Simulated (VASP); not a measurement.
# Lattice of Titanium, functional by functional

How much does the relaxed cell of Titanium depend on the functional? The starting structure is a measured crystal structure from the Crystallography Open Database.

Method: Kohn-Sham DFT with plane waves and PAW; PBEsol, r2SCAN, PBE and LDA, in VASP 6.6.1.

## 1. Set-up

The structure is hexagonal, space group P6_3/mmc (No. 194). The conventional cell has a = 2.950 Å, b = 2.950 Å, c = 4.686 Å, α = 90.00°, β = 90.00°, γ = 120.00°. Nearest to Ti lie 12 Ti at 2.90 to 2.95 Å.

## 2. Relaxation with PBEsol

PBEsol restores the gradient expansion of exchange and is tuned for the cells of solids. This run starts from the cell of an earlier relaxation, which isn't shown; the restart sets up the plane waves anew.

Input file INCAR:

```
SYSTEM = Ti
PREC = Accurate
ENCUT = 520
EDIFF = 1E-07
NELM = 100
ISMEAR = 1
SIGMA = 0.15
LREAL = .FALSE.
ALGO = Normal
GGA = PS
NBANDS = 18
LASPH = .TRUE.
LORBIT = 11
LWAVE = .FALSE.
LCHARG = .FALSE.
KPAR = 4
IBRION = 2
NSW = 50
ISIF = 3
EDIFFG = -0.005
```

Input file POSCAR:

```
Ti
1.0
    2.8981216338      0.0000000000      0.0000000000
   -1.4490608169      2.5098469581      0.0000000000
    0.0000000000      0.0000000000      4.5869133186
Ti
2
Direct
    0.6666666667      0.3333333333      0.7500000000
    0.3333333333      0.6666666667      0.2500000000
```

Input file KPOINTS:

```
Automatic mesh
0
Gamma
18 18 10
0 0 0
```

The projector-augmented-wave data sets are Ti_sv (PBE family, release 64).

Launch:

```console
> mpirun -np 4 vasp_std
```

Output:

```text
[banner, memory and clock lines left out]
running    4 mpi-ranks, on    1 nodes
 distrk:  each k-point on    1 cores,    4 groups
 distr:  one band on    1 cores,    1 groups

 POSCAR found type information on POSCAR Ti
 POSCAR found :  1 types and       2 ions
|                                                                             |
|               ----> ADVICE to this user running VASP <----                  |
|                                                                             |
|     You enforced a specific xc type in the INCAR file but a different       |
|     [... a line on the potential file left out ...]
|     I HOPE YOU KNOW WHAT YOU ARE DOING!                                     |
|                                                                             |

 LDA part: xc-table for (Slater+PW92), standard interpolation
 POSCAR, INCAR and KPOINTS ok, starting setup
 FFT: planning ... GRIDC
 FFT: planning ... GRID_SOFT
 FFT: planning ... GRID
 WAVECAR not read
 entering main loop
       N       E                     dE             d eps       ncg     rms          rms(c)
DAV:   1     0.257419431726E+03    0.25742E+03   -0.13194E+04  7992   0.167E+03
DAV:   2     0.110394241733E+02   -0.24638E+03   -0.24320E+03  8108   0.457E+02
DAV:   3    -0.177240061124E+02   -0.28763E+02   -0.28442E+02 15098   0.128E+02
DAV:   4    -0.188523139850E+02   -0.11283E+01   -0.11274E+01  9124   0.268E+01
DAV:   5    -0.189086305605E+02   -0.56317E-01   -0.56305E-01 12452   0.420E+00    0.129E+01
DAV:   6    -0.166838201117E+02    0.22248E+01   -0.79402E+00  9378   0.299E+01    0.322E+00
DAV:   7    -0.166586291984E+02    0.25191E-01   -0.88783E-01 12206   0.717E+00    0.211E+00
DAV:   8    -0.166877224517E+02   -0.29093E-01   -0.23654E-01  9298   0.591E+00    0.768E-01
DAV:   9    -0.166780109345E+02    0.97115E-02   -0.55266E-02  9514   0.251E+00    0.734E-02
DAV:  10    -0.166784385794E+02   -0.42764E-03   -0.32277E-03 11776   0.390E-01    0.974E-02
DAV:  11    -0.166784890696E+02   -0.50490E-04   -0.23283E-04  9538   0.123E-01    0.371E-02
DAV:  12    -0.166784809525E+02    0.81171E-05   -0.39709E-05  9924   0.569E-02    0.541E-03
DAV:  13    -0.166784810061E+02   -0.53504E-07   -0.14855E-06 10478   0.109E-02    0.587E-04
DAV:  14    -0.166784810985E+02   -0.92421E-07   -0.14775E-07  6690   0.257E-03
   1 F= -.16678481E+02 E0= -.16679530E+02  d E =-.166785E+02
 curvature:   0.00 expect dE= 0.000E+00 dE for cont linesearch  0.000E+00
 trial: gam= 0.00000 g(F)=  0.127E-46 g(S)=  0.747E-06 ort = 0.000E+00 (trialstep = 0.100E+01)
 search vector abs. value=  0.747E-06
 reached required accuracy - stopping structural energy minimisation
```

Wall time 87 s (4 MPI ranks of AMD EPYC 7571, shared host); peak memory 0.83 GiB; 4.5 min of CPU time.

The logs omit lines about the potential files and the build; timing stands in the text.

From OUTCAR (step 2):

```text
ion  position               nearest neighbor table
   1  0.667  0.333  0.750-   2 2.84   2 2.84   2 2.84   2 2.84   2 2.84   2 2.84
   2  0.333  0.667  0.250-   1 2.84   1 2.84   1 2.84   1 2.84   1 2.84   1 2.84

  LATTYP: Found a hexagonal cell.
 ALAT       =     2.8981216338
 C/A-ratio  =     1.5827193949

 Subroutine GETGRP returns: Found 24 space group operations
 (whereof 12 operations were pure point group operations)

The static configuration has the point symmetry D_3d.
 The point group associated with its full space group is D_6h.

 Found    222 irreducible k-points:

   k-points           NKPTS =    222   k-points in BZ     NKDIM =    222   number of bands    NBANDS=     18

   dimension x,y,z NGX =    24 NGY =   24 NGZ =   36
   dimension x,y,z NGXF=    48 NGYF=   48 NGZF=   72

   ENCUT  =  520.0 eV  38.22 Ry    6.18 a.u.   5.39  5.39  8.53*2*pi/ulx,y,z

   NELECT =      24.0000    total number of electrons

 k-points in reciprocal lattice and weights: Automatic mesh
   0.00000000  0.00000000  0.00000000       0.000
   0.05555556 -0.00000000  0.00000000       0.002
   0.11111111 -0.00000000  0.00000000       0.002
   0.16666667 -0.00000000  0.00000000       0.002
   0.22222222 -0.00000000  0.00000000       0.002
   0.27777778 -0.00000000  0.00000000       0.002
   0.33333333 -0.00000000  0.00000000       0.002
   0.38888889 -0.00000000  0.00000000       0.002
   0.44444444 -0.00000000  0.00000000       0.002
[...]
0.33333333  0.27777778  0.50000000       0.004
   0.33333333  0.33333333  0.50000000       0.001

 average (electrostatic) potential at core
       1 -71.7856       2 -71.7856

 E-fermi :   8.6556

 k-point     1 :       0.0000    0.0000    0.0000
  band No.  band energies     occupation
    ...
      6     -23.8494      2.00000
      7     -23.8125      2.00000
      8     -23.8125      2.00000
      9       2.3345      2.00000
     10       5.8437      2.00000
     11       9.4324     -0.00000
     12       9.4324     -0.00000
     13       9.5420     -0.00000
     14       9.5634     -0.00000
     15       9.9647     -0.00000
    ...

 k-point     2 :       0.0556   -0.0000    0.0000
  band No.  band energies     occupation
    ...
      6     -23.8527      2.00000
      7     -23.8295      2.00000
      8     -23.8146      2.00000
      9       2.4252      2.00000
     10       5.9162      2.00000
     11       9.2340     -0.00000
     12       9.3484     -0.00000
     13       9.4974     -0.00000
     14       9.7234     -0.00000
     15       9.9174     -0.00000
    ...

 k-point     3 :       0.1111   -0.0000    0.0000
  band No.  band energies     occupation
    ...
      6     -23.8778      2.00000
      7     -23.8627      2.00000
      8     -23.8207      2.00000
      9       2.6918      2.00000
     10       6.1211      2.00000
     11       8.9027     -0.04177
     12       8.9326     -0.02541
     13       9.6890     -0.00000
     14       9.7620     -0.00000
     15       9.9589     -0.00000
    ...

  Total       -0.0016113     -0.0016113     -0.0050785      0.0000000      0.0000000      0.0000000
  in kB       -0.0773753     -0.0773753     -0.2438732      0.0000000      0.0000000      0.0000000
  external PRESSURE =      -0.1328746 kB  Pullay stress =       0.0000000 kB

  energy-cutoff  :      520.00
  volume of cell :       33.36
      direct lattice vectors                 reciprocal lattice vectors
     2.898121634  0.000000000  0.000000000     0.345051080  0.199215334  0.000000000
    -1.449060817  2.509846958  0.000000000     0.000000000  0.398430668  0.000000000
     0.000000000  0.000000000  4.586913319     0.000000000  0.000000000  0.218011532

 POSITION                                       TOTAL-FORCE (eV/Angst)
 -----------------------------------------------------------------------------------
      1.44906      0.83662      3.44018        -0.000000     -0.000000      0.000000
     -0.00000      1.67323      1.14673         0.000000      0.000000      0.000000
 -----------------------------------------------------------------------------------
    total drift:                                0.000000     -0.000000      0.000000

  FREE ENERGIE OF THE ION-ELECTRON SYSTEM (eV)
  ---------------------------------------------------
  free  energy   TOTEN  =       -16.6784810985 eV

  energy  without entropy=      -16.6816291866  energy(sigma->0) =      -16.67953046

 reached required accuracy - stopping structural energy minimisation

 total charge
# of ion       s       p       d       tot
------------------------------------------
    1        2.260   6.130   1.912  10.302
    2        2.260   6.130   1.912  10.302
--------------------------------------------------
tot          4.520  12.260   3.825  20.604

[... 3 further parts left out ...]
```

CONTCAR:

```
Ti
   1.00000000000000
     2.8981216338000002    0.0000000000000000    0.0000000000000000
    -1.4490608169000001    2.5098469580999998    0.0000000000000000
     0.0000000000000000    0.0000000000000000    4.5869133185999997
  Ti
     2
Direct
     0.6666666667000030    0.3333333332999970    0.7500000000000000
     0.3333333332999970    0.6666666667000030    0.2500000000000000
```

The PAW data sets were made with PBE, which is usual practice but a small mismatch for other functionals. The run keeps the 24 symmetry operations of its start, so it cannot find a distortion of lower symmetry.

With PBEsol the relaxed cell holds 16.682 Å³ an atom, -5.53 % against the measured cell, with a = 2.898 Å and c = 4.587 Å.

## 3. Relaxation with r2SCAN

r2SCAN adds the kinetic-energy density, costs more than a GGA and is run with LASPH. This run starts from the cell of an earlier relaxation, which isn't shown; the restart sets up the plane waves anew.

INCAR: that of step 2 with these lines changed.

```diff
@@ -9,5 +9,5 @@
 ALGO = Normal
-GGA = PS
+METAGGA = R2SCAN
+LASPH = .TRUE.
 NBANDS = 18
-LASPH = .TRUE.
 LORBIT = 11
```

Input file POSCAR:

```
Ti
1.0
    2.9384025810      0.0000000000      0.0000000000
   -1.4692012905      2.5447312817      0.0000000000
    0.0000000000      0.0000000000      4.6409556098
Ti
2
Direct
    0.6666666667      0.3333333333      0.7500000000
    0.3333333333      0.6666666667      0.2500000000
```

KPOINTS is that of step 2.

Launch:

```console
> mpirun -np 4 vasp_std
```

Output:

```text
[banner, memory and clock lines left out]
running    4 mpi-ranks, on    1 nodes
[...]
[... a notice as in an earlier step ...]

 LDA part: xc-table for (None), standard interpolation
 POSCAR, INCAR and KPOINTS ok, starting setup
[...]
entering main loop
       N       E                     dE             d eps       ncg     rms          rms(c)
DAV:   1     0.257817573847E+03    0.25782E+03   -0.13614E+04  7992   0.171E+03
DAV:   2    -0.120527709721E+01   -0.25902E+03   -0.25586E+03  8122   0.473E+02
DAV:   3    -0.331669980021E+02   -0.31962E+02   -0.31610E+02 15276   0.134E+02
DAV:   4    -0.345270672434E+02   -0.13601E+01   -0.13591E+01  9134   0.300E+01
[...]
DAV:  13    -0.259010594917E+02    0.12237E-04   -0.46967E-06  9514   0.231E-02    0.761E-04
DAV:  14    -0.259010601814E+02   -0.68971E-06   -0.50731E-07 10024   0.470E-03    0.937E-04
DAV:  15    -0.259010601574E+02    0.24067E-07   -0.20990E-08  4674   0.137E-03
   1 F= -.25901060E+02 E0= -.25901684E+02  d E =-.259011E+02
[...]
reached required accuracy - stopping structural energy minimisation
```

Run time: 5.7 min. Hardware: 4 MPI ranks; peak memory 0.86 GiB; 19 min of CPU time.

Parts of OUTCAR (step 3):

```text
  Total        0.0038869      0.0038869      0.0030376     -0.0000000     -0.0000000      0.0000000
  in kB        0.1794525      0.1794525      0.1402436     -0.0000000     -0.0000000      0.0000000
  external PRESSURE =       0.1663829 kB  Pullay stress =       0.0000000 kB

 POSITION                                       TOTAL-FORCE (eV/Angst)
 -----------------------------------------------------------------------------------
      1.46920      0.84824      3.48072        -0.000000      0.000000      0.000000
     -0.00000      1.69649      1.16024         0.000000      0.000000      0.000000
 -----------------------------------------------------------------------------------
    total drift:                               -0.000000      0.000000     -0.000000

  FREE ENERGIE OF THE ION-ELECTRON SYSTEM (eV)
  ---------------------------------------------------
  free  energy   TOTEN  =       -25.9010601574 eV

  energy  without entropy=      -25.9029322958  energy(sigma->0) =      -25.90168420

[... 2 parts as in an earlier step ...]

[... 2 further parts left out ...]
[key lines of the parts left out:]
E-fermi :   8.4243
```

With r2SCAN the relaxed cell holds 17.351 Å³ an atom, -1.74 % against the measured cell, with a = 2.938 Å and c = 4.641 Å. That is +4.01 % from PBEsol.

## 4. Relaxation with PBE

PBE, the usual starting point, adds the gradient of the density. This run starts from the cell of an earlier relaxation, which isn't shown; the restart sets up the plane waves anew.

INCAR: that of step 3 with these lines changed.

```diff
@@ -9,5 +9,5 @@
 ALGO = Normal
-METAGGA = R2SCAN
+GGA = PE
+NBANDS = 18
 LASPH = .TRUE.
-NBANDS = 18
 LORBIT = 11
```

Input file POSCAR:

```
Ti
1.0
    2.9360655270      0.0000000000      0.0000000000
   -1.4680327635      2.5427073336      0.0000000000
    0.0000000000      0.0000000000      4.6444315210
Ti
2
Direct
    0.6666666667      0.3333333333      0.7500000000
    0.3333333333      0.6666666667      0.2500000000
```

KPOINTS is that of step 3.

Launch:

```console
> mpirun -np 4 vasp_std
```

Output:

```text
[banner, memory and clock lines left out]
running    4 mpi-ranks, on    1 nodes
[...]
LDA part: xc-table for (Slater+PW92), standard interpolation
 POSCAR, INCAR and KPOINTS ok, starting setup
[...]
entering main loop
       N       E                     dE             d eps       ncg     rms          rms(c)
DAV:   1     0.259246557244E+03    0.25925E+03   -0.13247E+04  8000   0.166E+03
DAV:   2     0.121868014870E+02   -0.24706E+03   -0.24395E+03  8126   0.457E+02
DAV:   3    -0.164828970078E+02   -0.28670E+02   -0.28379E+02 15144   0.128E+02
DAV:   4    -0.176869039538E+02   -0.12040E+01   -0.12028E+01  9114   0.274E+01
[...]
DAV:  14    -0.156715368954E+02   -0.72372E-06   -0.15836E-07  6710   0.270E-03    0.543E-04
DAV:  15    -0.156715370079E+02   -0.11250E-06   -0.26468E-08  4602   0.145E-03    0.125E-04
DAV:  16    -0.156715370689E+02   -0.61063E-07   -0.93576E-09  4488   0.758E-04
   1 F= -.15671537E+02 E0= -.15672632E+02  d E =-.156715E+02
[...]
reached required accuracy - stopping structural energy minimisation
```

Wall time 1.8 min (4 MPI ranks); peak memory 0.85 GiB.

Parts of OUTCAR (step 4):

```text
  Total        0.0074309      0.0074309      0.0078573      0.0000000      0.0000000      0.0000000
  in kB        0.3433654      0.3433654      0.3630685      0.0000000      0.0000000      0.0000000
  external PRESSURE =       0.3499331 kB  Pullay stress =       0.0000000 kB

 POSITION                                       TOTAL-FORCE (eV/Angst)
 -----------------------------------------------------------------------------------
      1.46803      0.84757      3.48332        -0.000000      0.000000      0.000000
     -0.00000      1.69514      1.16111         0.000000     -0.000000      0.000000
 -----------------------------------------------------------------------------------
    total drift:                                0.000000     -0.000000      0.000000

  FREE ENERGIE OF THE ION-ELECTRON SYSTEM (eV)
  ---------------------------------------------------
  free  energy   TOTEN  =       -15.6715370689 eV

  energy  without entropy=      -15.6748203659  energy(sigma->0) =      -15.67263150

[... 2 parts as in an earlier step ...]

[... 2 further parts left out ...]
[key lines of the parts left out:]
E-fermi :   8.3738
```

With PBE the relaxed cell holds 17.337 Å³ an atom, -1.82 % against the measured cell, with a = 2.936 Å and c = 4.644 Å. That is +3.92 % from PBEsol.

## 5. Relaxation with LDA

LDA, the lowest rung, knows the local density alone. This run starts from the cell of an earlier relaxation, which isn't shown; the restart sets up the plane waves anew.

INCAR: that of step 4 with these lines changed.

```diff
@@ -9,3 +9,3 @@
 ALGO = Normal
-GGA = PE
+GGA = CA
 NBANDS = 18
```

Input file POSCAR:

```
Ti
1.0
    2.8617238393      0.0000000000      0.0000000000
   -1.4308619196      2.4783255434      0.0000000000
    0.0000000000      0.0000000000      4.5341407868
Ti
2
Direct
    0.6666666667      0.3333333333      0.7500000000
    0.3333333333      0.6666666667      0.2500000000
```

KPOINTS is that of step 4.

Potentials, in the order of the species: Ti_sv (LDA family, release 64).

Launch:

```console
> mpirun -np 4 vasp_std
```

Output:

```text
[banner, memory and clock lines left out]
running    4 mpi-ranks, on    1 nodes
[...]
LDA part: xc-table for (Slater(with rela. corr.)+CA(PZ))
 , standard interpolation
 POSCAR, INCAR and KPOINTS ok, starting setup
[...]
entering main loop
       N       E                     dE             d eps       ncg     rms          rms(c)
DAV:   1     0.256056022333E+03    0.25606E+03   -0.13292E+04  8008   0.168E+03
DAV:   2     0.104391022034E+02   -0.24562E+03   -0.24240E+03  8138   0.456E+02
DAV:   3    -0.178762354958E+02   -0.28315E+02   -0.27963E+02 15004   0.127E+02
DAV:   4    -0.189621045923E+02   -0.10859E+01   -0.10851E+01  9028   0.264E+01
[...]
DAV:  13    -0.170992316253E+02    0.26218E-06   -0.21652E-06 11506   0.110E-02    0.313E-03
DAV:  14    -0.170992319355E+02   -0.31014E-06   -0.63057E-07  8312   0.737E-03    0.126E-03
DAV:  15    -0.170992319107E+02    0.24762E-07   -0.56114E-08  4940   0.176E-03
   1 F= -.17099232E+02 E0= -.17099979E+02  d E =-.170992E+02
[...]
reached required accuracy - stopping structural energy minimisation
```

The job ended after 81 s (4 MPI ranks; peak memory 0.76 GiB).

Parts of OUTCAR (step 5):

```text
  Total        0.0038506      0.0038506     -0.0019232      0.0000000      0.0000000      0.0000000
  in kB        0.1918508      0.1918508     -0.0958213      0.0000000      0.0000000      0.0000000
  external PRESSURE =       0.0959601 kB  Pullay stress =       0.0000000 kB

 POSITION                                       TOTAL-FORCE (eV/Angst)
 -----------------------------------------------------------------------------------
      1.43086      0.82611      3.40061        -0.000000      0.000000      0.000000
     -0.00000      1.65222      1.13354         0.000000     -0.000000      0.000000
 -----------------------------------------------------------------------------------
    total drift:                                0.000000     -0.000000      0.000000

  FREE ENERGIE OF THE ION-ELECTRON SYSTEM (eV)
  ---------------------------------------------------
  free  energy   TOTEN  =       -17.0992319107 eV

  energy  without entropy=      -17.1014745460  energy(sigma->0) =      -17.09997946

[... 2 parts as in an earlier step ...]

[... 2 further parts left out ...]
[key lines of the parts left out:]
E-fermi :   8.9440
```

With LDA the relaxed cell holds 16.079 Å³ an atom, -8.94 % against the measured cell, with a = 2.862 Å and c = 4.534 Å. That is -3.62 % from PBEsol.

## 6. The runs compared

| level | volume (Å³/atom) | against the measured cell (%) | a (Å) | c (Å) | pressure left (GPa) | core minutes |
| --- | --- | --- | --- | --- | --- | --- |
| PBEsol | 16.682 | -5.53 | 2.8981 | 4.5869 | -0.01 | 32.7 |
| r2SCAN | 17.351 | -1.74 | 2.9384 | 4.641 | 0.02 | 149.0 |
| PBE | 17.337 | -1.82 | 2.9361 | 4.6444 | 0.03 | 41.1 |
| LDA | 16.079 | -8.94 | 2.8617 | 4.5341 | 0.01 | 47.0 |

Core minutes are wall time times ranks, summed over the relaxations behind a row (those for a bulk modulus apart), on shared hosts.

## 7. Summary of results

```yaml
volume_pbesol: 16.68 Å³/atom
volume_r2scan: 17.35 Å³/atom
volume_pbe: 17.34 Å³/atom
volume_lda: 16.08 Å³/atom
```

**Reading.** Across 4 levels the volume of Titanium spans 7.9 %, from 16.08 Å³ an atom (LDA) to 17.35 Å³ (r2SCAN). Against the measured volume of the starting structure, r2SCAN comes nearest (-1.7 %) and LDA lies farthest (-8.9 %). The measured cell holds zero-point expansion and, unless it was taken cold, thermal expansion, which the runs lack, so small differences decide nothing. All runs keep the symmetry of the start, so they can't find a distortion of lower symmetry.

[Lines on the potential files, build, host, timing and source positions are cut from VASP's logs without a mark.]

[Logs are printed without paths, hosts, clocks, repeated set-up lines and the standing remarks that a program may print on its own settings, such as how far it seeks lower states.]

[Hosts, paths, dates, database ids (printed as entryN), source tags and the programs' standing remarks are cut or masked in the printed files.]
